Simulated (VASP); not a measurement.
VASP ran on this input.

POSCAR:
```
Al
1
    0.0000000000     1.9690820786     1.9690820786
    1.9690820786     0.0000000000     1.9690820786
    1.9690820786     1.9690820786     0.0000000000
Al
1
Direct
  0.0000000000   0.0000000000   0.0000000000
```

File KPOINTS:
```
Automatic mesh
0
Gamma
16 16 16
0 0 0
```

**INCAR**
```
LUSE_VDW  =  .TRUE.
METAGGA  =  R2SCAN
LCHARG  =  .FALSE.
LREAL  =  .FALSE.
LASPH  =  .TRUE.
SYSTEM  =  Al
PREC  =  Accurate
NELM  =  100   # most electronic steps
ISIF  =  2
ISMEAR  =  1   # Methfessel-Paxton
CPARAM  =  0.0093
SIGMA  =  0.1   # width (eV)
LMIXTAU  =  .TRUE.
BPARAM  =  11.95
EDIFF  =  1E-7   # SCF stop (eV)
LWAVE  =  .FALSE.
ENCUT  =  520   # plane-wave cut-off (eV)
ALGO  =  Normal
```

POTCAR, in this order: Al (PBE.64 set). Program: vasp_std.

Q: Write an equivalent input for Ansatz.

A: One equivalent input (not run):
Ansatz 0.2 input:
```yaml
crystal:
  lattice:
    - [0.0000000, 1.9690821, 1.9690821]
    - [1.9690821, 0.0000000, 1.9690821]
    - [1.9690821, 1.9690821, 0.0000000]
  atoms:
    - { symbol: Al, position: [0.0000000, 0.0000000, 0.0000000] }
kpoints:
  mp_grid: { grid: [16, 16, 16] }
hamiltonian:
  xc: r2scan
  dispersion: rvv10
  pseudopotentials: { kind: paw }
scf:
  occupations: { method: methfessel_paxton, width: 0.1 }
  max_iter: 100
output: { forces: true, stress: true, eigenvalues: true }
```
Limits of the translation: each code has its own PAW files, so the cut-off isn't converted (ENCUT is set for VASP's; basis.ecutwfc is left out, and Ansatz then takes the one that its files recommend); Ansatz stops its SCF on the density residual and VASP on the energy change (EDIFF).

The compound is Al in the fcc structure. This cell is one point of a volume scan, at 0.97 of the reference volume.
